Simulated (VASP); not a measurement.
# ZnCdPt3: single point with PBE

Crystal: ZnCdPt3.

```
Zn Cd Pt
1.0
     4.14567    0.00000    0.00000
     0.00000    4.14567    0.00000
     0.00000    0.00000    4.14567
Zn Cd Pt
1 1 3
Direct
  0.00000 0.00000 0.00000
  0.50000 0.50000 0.50000
  0.50000 0.00000 0.00000
  0.00000 0.50000 0.00000
  0.00000 0.00000 0.50000
```

The cell was built by a generator and needn't be a form met in nature.

```json
{
  "Program": "VASP 6.6.1",
  "Task": "single point",
  "Functional": "PBE",
  "Potentials or basis": "VASP PAW PBE potentials, release 64 (Zn, Cd, Pt)",
  "Cutoff": "520 eV",
  "k mesh": "7 × 7 × 7",
  "Occupations": "fermi-dirac, width 0.05 eV",
  "Spin": "no spin polarisation",
  "Further INCAR settings": "ALGO = Normal; EDIFF = 1e-07; NBANDS = 35"
}
```

The pressure is 84.7 GPa and the band gap on the k mesh is none (metal or under the smearing width).

Levels at points of the mesh, in eV from the Fermi level:
```csv
k point,band 23,band 24,band 25,band 26,band 27,band 28,band 29,band 30,band 31,band 32
"(0.00, 0.00, 0.00)",-0.56,-0.41,-0.41,-0.41,-0.30,-0.25,-0.25,6.00,6.09,6.09
```

It took 64 s on 1 thread of AMD EPYC 7R43 64-Core Processor (Zen 3), with other jobs on the host, peak memory 0.16 GiB.

Caveat: a pressure of tens of GPa on the cell as given is suspect, and the run, the potentials or the cell itself is likely at fault. Spin-orbit coupling is left out, which matters for the levels of Pt.
